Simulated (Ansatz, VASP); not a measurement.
# Cross-check of NaMgBr3 between VASP and Ansatz, part 3 of 3

Aim: how closely do two programs agree when they are given the same cell, functional and k mesh? The cell is generated by rule, not measured, and may not be a known phase. The cell is taken from a series of runs on this material, whose earlier steps may have relaxed, scaled, displaced or heated it; both programs get it as it stands.

VASP 6.6.1 and Ansatz 0.2.0.

So far: Set-up; VASP: zone-centre phonons, PBE.

The structure was built from a prototype and need not be the compound's stable phase.

## Step 3: Ansatz: zone-centre phonons, PBE

Level of this step: Ansatz beside VASP: Kohn-Sham DFT, plane waves, PBE (Ansatz).

Ansatz runs on its default PAW (the set named soft_2) files.

The same cell, functional and mesh now go to Ansatz, which takes its cutoff from its data sets.

File input.yaml:

```yaml
crystal:
  lattice:
    - [3.7649930297, 2.1737197392, 3.1626793637]
    - [-3.7649930297, 2.1737197392, 3.1626793637]
    - [0.0, -4.3474394784, 3.1626793637]
  atoms:
    - { symbol: Na, position: [0.0980605479, 0.0980605479, 0.0980605479] }
    - { symbol: Mg, position: [0.4964000261, 0.4964000261, 0.4964000261] }
    - { symbol: Br, position: [0.4817209376, 0.9896231311, 0.4817209376] }
    - { symbol: Br, position: [0.9896231311, 0.4817209376, 0.4817209376] }
    - { symbol: Br, position: [0.4817209376, 0.4817209376, 0.9896231311] }
kpoints:
  mp_grid: { grid: [6, 6, 6] }
hamiltonian:
  xc: pbe
scf:
  occupations: { method: fixed }
output:
  eigenvalues: true
phonons:
  method: dfpt
  dielectric: true
  rigid_motions: translations
```

On the command line:

```bash
$ ansatz run input.yaml --threads 4 --pin off --max-ram 14336MiB --backend cpu --events-out ev --progress --plain --runs-dir out
```

Numbers of over 12 decimals in the logs are rounded to 6 here.

The log of the run:

```text
Engine: ansatz 0.2.0, aarch64-unknown-linux-gnu
Pseudopotentials: kind: paw
Pseudopotential: Na, paw, valence charge 9, recommended cutoff 420 eV (normal), Na.paw.azcp
Pseudopotential: Mg, paw, valence charge 10, recommended cutoff 420 eV (normal), Mg.paw.azcp
Pseudopotential: Br, paw, valence charge 7, recommended cutoff 420 eV (normal), Br.paw.azcp
Functional definition: PBE
  parameter kappa = 0.804
  parameter beta = 0.066725
  exchange = pbe_x(kappa = kappa, mu = beta*pi^2/3)
  correlation = pbe_c(beta = beta)
Crystal: 5 atoms, lattice volume = 155.301 Å³
Basis set: ecut = 420 eV, 3011 PW (Γ), exchange–correlation on 72×72×72 points (8 copies of the dense FFT grid, shifted against one another)
Bands: 25, of which v1, the nominal top of the filled ones, is band 20 counted from 1 (19 counted from 0)
Symmetry: 6 space group operations
k-points: 112 of 216 (irreducible under 1 space group operation, time reversal used)
Non-local potential: Na, projectors of the file, l = 0: 3, l = 1: 2, l = 2: 1
Non-local potential: Mg, projectors of the file, l = 0: 3, l = 1: 2, l = 2: 1
Non-local potential: Br, projectors of the file, l = 0: 2, l = 1: 2, l = 2: 2
PAW form: soft (Blöchl's): semilocal exchange-correlation on the pseudo side does not see the compensation charge
PAW one-centre angular grid: Na, 110 points (default); XC on 64 Gauss nodes
PAW one-centre angular grid: Mg, 110 points (default); XC on 64 Gauss nodes
PAW one-centre angular grid: Br, 110 points (default); XC on 64 Gauss nodes
Initial density: superposition of atomic densities (neutral atoms: chi_scale 0, normalization atom), corrected by the library's trained network
Initial wavefunctions: pseudopotential atomic-orbital guess
Functional: x = pbe(κ = 0.804, μ = 0.219515), c = pbe(β = 0.066725)
SCF iter   1: F=—  HF=-11766.760885 eV  |F-HF|=—  |Δ(HF+E_count)|=         —  Δρ=6.63e-4  dr2=1.24e-3  ethr=1.77e-3  ⟨swp⟩=6.7  Hψ=12706  notcnv=0  defer=316
preconditioner: auto → Resta (q_TF=auto, 2.176 Å⁻¹)  ε∞=2.8  [insulator: Δε(μ)=2.559 eV  Ē_g=10.804 eV  n_scr=26 (ndim 8)  ℏωp=14.6 eV  f_vac=0.157  ε∞_Penn≈2.8]
SCF iter   2: F=—  HF=-11766.760501 eV  |F-HF|=—  |Δ(HF+E_count)|=   3.84e-4  Δρ=3.33e-4  dr2=4.01e-4  ethr=3.10e-6  ⟨swp⟩=2.8  Hψ=6347  notcnv=0  defer=336
SCF iter   3: F=—  HF=-11766.760611 eV  |F-HF|=—  |Δ(HF+E_count)|=   1.10e-4  Δρ=1.37e-4  dr2=4.31e-5  ethr=1.00e-6  ⟨swp⟩=2.0  Hψ=3940  notcnv=0  defer=336
SCF iter   4: F=—  HF=-11766.760616 eV  |F-HF|=—  |Δ(HF+E_count)|=   5.50e-6  Δρ=4.53e-5  dr2=8.21e-6  ethr=1.08e-7  ⟨swp⟩=2.1  Hψ=4725  notcnv=0  defer=315
SCF iter   5: F=—  HF=-11766.760617 eV  |F-HF|=—  |Δ(HF+E_count)|=   8.01e-7  Δρ=1.36e-5  dr2=2.77e-7  ethr=2.05e-8  ⟨swp⟩=2.0  Hψ=3980  notcnv=0  defer=306
SCF iter   6: F=—  HF=-11766.760621 eV  |F-HF|=—  |Δ(HF+E_count)|=   4.43e-6  Δρ=4.32e-6  dr2=3.47e-8  ethr=6.93e-10  ⟨swp⟩=2.0  Hψ=4842  notcnv=0  defer=228
SCF iter   7: F=—  HF=-11766.760622 eV  |F-HF|=—  |Δ(HF+E_count)|=   6.62e-8  Δρ=1.16e-6  dr2=2.37e-9  ethr=8.68e-11  ⟨swp⟩=2.0  Hψ=4688  notcnv=0  defer=229
SCF iter   8: F=—  HF=-11766.760622 eV  |F-HF|=—  |Δ(HF+E_count)|=   4.85e-9  Δρ=2.96e-7  dr2=2.32e-10  ethr=5.93e-12  ⟨swp⟩=2.0  Hψ=4893  notcnv=0  defer=229
SCF iter   9: F=-11766.760622 eV  HF=-11766.760622 eV  |F-HF|=2.36e-11  |Δ(HF+E_count)|=  2.82e-10  Δρ=5.99e-8  dr2=9.11e-12  ethr=1.00e-12  ⟨swp⟩=15.3  Hψ=21051  notcnv=0
SCF 1 converged in 9 iterations: F = -11766.760622 eV  dr2 = 9.11e-12
  greatest PAW one-centre occupation: 1.000 electrons in one spin orbital (limit 2), on the Mg atom at site 1 (counted from 0), in its partial waves of l = 0
NSCF: frozen V_eff on 6 k-points
DFPT response loops at Γ: preconditioner auto → none (the input reference at scf.mixing.eps_inf says where Resta's filter doesn't serve); β = 0.50; Broyden in place of MSR1
── the response to a field inside a basis, on 6×6×6 k-points: an SCF that follows is theirs, and a resumed run solves both again ──
Bands: 21, of which v1, the nominal top of the filled ones, is band 20 counted from 1 (19 counted from 0)
k-points: 28 of 216 (time reversal used)
Initial density: handed on by an earlier stage of this run
Initial wavefunctions: pseudopotential atomic-orbital guess (no wavefunctions were taken with the density)
Eigensolver: Dense (28 Hₖ)
SCF iter   1: F=—  HF=-11766.752669 eV  |F-HF|=—  |Δ(HF+E_count)|=         —  Δρ=6.66e-5  dr2=1.38e-6  ethr=1.00e-1
preconditioner: auto → Resta (q_TF=auto, 2.176 Å⁻¹)  ε∞=3.5  [insulator: Δε(μ)=2.960 eV  Ē_g=9.230 eV  n_scr=26 (ndim 8)  ℏωp=14.6 eV  f_vac=0.155  ε∞_Penn≈3.5]
SCF iter   2: F=—  HF=-11766.752675 eV  |F-HF|=—  |Δ(HF+E_count)|=   6.55e-6  Δρ=3.51e-5  dr2=4.20e-7  ethr=3.44e-9
SCF iter   3: F=-11766.752678 eV  HF=-11766.752678 eV  |F-HF|=6.39e-9  |Δ(HF+E_count)|=   2.69e-6  Δρ=2.22e-6  dr2=5.65e-9  ethr=1.05e-9
SCF 1 converged in 3 iterations: F = -11766.752678 eV  dr2 = 5.65e-9
DFPT response loops at Γ: mixed as the last ones told, above
SCF converged after 9 iterations
Free energy (F): -11766.760622 eV
Harris-Foulkes:  -11766.760622 eV  (|F-HF|=2.36e-11)
Internal energy: -11766.760622 eV  (E = F + TS)
E sigma→0 (E₀):  -11766.760622 eV
Fermi energy:    1.557325 eV
--- Per-component energies (eV) ---
  E_band       = -687.875580
  E_kinetic    = 598.414251
  E_local      = -4138.705117  (includes V_loc(G=0)·N_el)
  E_nonlocal   = 421.084631
  E_hartree    = 1467.624901
  E_xc         = -862.774338
  E_vxc        = -399.796108  (∫ρ·V_xc dr)
  E_paw        = -7296.066221  (= ΣΔE_a)
  E_vpaw       = -104.122964  (= ΣTr[D̂ρ^β])
  E_aug_tail   = -0.000079  (compensation charges beyond the density's cutoff)
  E_ewald      = -1956.338649
  E_smearing   = -0.000000  (= −TS)
  E_closure    = 0.000000  (closes the sum)
  Σ components = -11766.760622   (vs F -11766.760622, Δ=0.00e0)
--- Band table (eV; the first three rows and the last of 112) ---
  k-point 0: bands = [... 16 lower, 0.8760, 0.8822, 1.0509, 1.0509, 4.1202, 5.2628, 8.5022, 8.5962, ... 1 higher]
  k-point 1: bands = [... 16 lower, 0.6591, 0.8057, 0.9053, 1.0056, 4.5952, 5.5410, 8.5610, 8.6918, ... 1 higher]
  k-point 2: bands = [... 16 lower, 0.4745, 0.6169, 0.8490, 0.9773, 5.5995, 6.2560, 8.1353, 8.9236, ... 1 higher]
  k-point 111: bands = [... 16 lower, 0.4296, 1.4437, 1.4437, 1.5573, 6.0473, 7.2886, 7.3234, 7.3234, ... 1 higher]
--- Phonons (Γ-DFPT): 6 representative perturbations + reference, on 112 of 216 k-points (Σ response iterations 18) ---
  k mesh reduced under 1 symmetry operation, with k and −k counted as one. Each operation leaves every solved perturbation unchanged. A smaller set is not considered because the run solves the response to a homogeneous field
  ASR residual: 1.996e-4 → 0.000e0 eV/Å²; symmetrization residual: 1.576e-5 eV/Å²
  ASR residual per site (eV/Å²): 4.35e-5 2.00e-4 1.19e-5 1.19e-5 1.64e-5
  Γ frequencies (cm⁻¹): -19.14 -19.14 0.00 0.00 0.00 22.83 78.63 78.63 87.48 87.48 92.02 122.71 177.64 177.64 186.23
  ε∞ (high-frequency dielectric tensor):
        3.047740     0.000000     0.000000
        0.000000     3.047740     0.000000
        0.000000     0.000000     3.019309
  softest optical mode at Γ: -19.14 cm⁻¹; the repairs (sum rule, projections) moved no ω² at Γ by more than (2.25 cm⁻¹)²
  Born effective charges Z* (e; rows j = field, columns β = displacement):
    site 0:
         1.23837   -0.00000    0.00000
         0.00000    1.23837    0.00000
         0.00000    0.00000    1.16455
    site 1:
         2.44936   -0.00000    0.00000
         0.00000    2.44936    0.00000
         0.00000    0.00000    2.50815
    site 2:
        -1.46579    0.40972    0.53948
         0.40972   -0.99269   -0.31147
         0.52023   -0.30036   -1.22423
    site 3:
        -1.46579   -0.40972   -0.53948
        -0.40972   -0.99269   -0.31147
        -0.52023   -0.30036   -1.22423
    site 4:
        -0.75614   -0.00000    0.00000
         0.00000   -1.70234    0.62294
         0.00000    0.60071   -1.22423
  Z* charge neutrality: 2.602e-3 e pre-enforcement
  solved inside a basis spanned on kpoints, on 6×6×6 k-points, its susceptibility summed on 10×10×10: ε∞ is read to err by 7.1e-3, Z* by 1.2e-2 e (field_mesh: kpoints solves on kpoints); Z* is corrected for what the basis lacks
  optical modes at Γ without the LO–TO term, one row a degenerate level:
      ω (cm⁻¹)  modes    IR ((D/Å)²/amu)
        -19.14      2             2.3663
         22.83      1             0.0000
         78.63      2             3.1540
         87.48      2             0.4307
         92.02      1             0.5290
        122.71      1             3.4145
[...]
optical modes at Γ + LO–TO along q̂ = [1.0000, 0.0000, 0.0000]:
      ω (cm⁻¹)  modes    IR ((D/Å)²/amu)
[...]
optical modes at Γ + LO–TO along q̂ = [0.0000, 1.0000, 0.0000]:
      ω (cm⁻¹)  modes    IR ((D/Å)²/amu)
[...]
optical modes at Γ + LO–TO along q̂ = [0.0000, 0.0000, 1.0000]:
      ω (cm⁻¹)  modes    IR ((D/Å)²/amu)
        -19.14      2             2.3663
         22.83      1             0.0000
         78.63      2             3.1540
         87.48      2             0.4307
         94.91      1             0.0253
        145.79      1             0.4033
        177.64      2            11.8580
        261.96      1             8.5145
```

The column dr2 measures how far the density is from self-consistency, as an energy; F and HF (Harris–Foulkes) agree once it is small.

## Step 4: Side by side

Known differences besides the potentials themselves: fixed occupations in Ansatz, narrow Gaussian smearing in VASP; VASP's response is taken on the typed mesh, Ansatz refines its own for the field response alone; the data sets hold 40 valence electrons in Ansatz (on its default PAW (the set named soft_2) files) and 30 in VASP; the cutoff is 420 eV in Ansatz and 600 eV in VASP. Total energies have different zeros and are not compared.

Both answers:

```tsv
quantity	Ansatz	VASP	difference
ε∞ xx	3.05	3.04	+0.38 %
ε∞ yy	3.05	3.04	+0.38 %
ε∞ zz	3.02	3.01	+0.41 %
Born charge of Na1 (mean of the diagonal) (e)	1.21	1.21	0.00
Born charge of Mg2 (mean of the diagonal) (e)	2.47	2.46	+0.01
Born charge of Br3 (mean of the diagonal) (e)	-1.23	-1.22	0.00
optical mode 1 to 2 (imaginary, printed as negative) (cm⁻¹)	-19.1	-19.5	+0.3
optical mode 3 (cm⁻¹)	22.8	23.8	-1.0
optical mode 4 to 5 (cm⁻¹)	78.6	79.0	-0.53 %
optical mode 6 to 7 (cm⁻¹)	87.5	87.6	-0.17 %
optical mode 8 (cm⁻¹)	92.0	92.2	-0.23 %
optical mode 9 (cm⁻¹)	122.7	123.4	-0.56 %
optical mode 10 to 11 (cm⁻¹)	177.6	177.2	+0.26 %
optical mode 12 (cm⁻¹)	186.2	185.8	+0.24 %
```

Modes are paired by rising frequency, not by their patterns, so a pair may set unlike modes beside each other; they are those without the splitting of longitudinal modes.

## Step 5: What came out

```json
{"r.m.s. difference of the optical zone-centre modes, each program's sorted by frequency (zone-centre phonons, PBE)": "0.48 cm⁻¹", "difference in optical mode 9 (zone-centre phonons, PBE)": "-0.6 %"}
```

What this shows: The r.m.s. difference of the optical zone-centre modes, each program's sorted by frequency is 0.48 cm⁻¹ (zone-centre phonons, PBE). The data sets hold unlike numbers of valence electrons (40 in Ansatz and 30 in VASP), so part of the differences comes from the potentials. Among the rows given in per cent, the largest difference of the zone-centre phonons, PBE pair is in optical mode 9, -0.6 %. How closely two codes agree says nothing of how well the functional describes the real material.

[Lines on the potential files, build, host, timing and source positions are cut from VASP's logs without a mark.]

[Logs are printed without paths, hosts, clocks, repeated set-up lines and the standing remarks that a program may print on its own settings, such as how far it seeks lower states.]

[Hosts, paths, dates, database ids (printed as entryN), source tags and the programs' standing remarks are cut or masked in the printed files.]
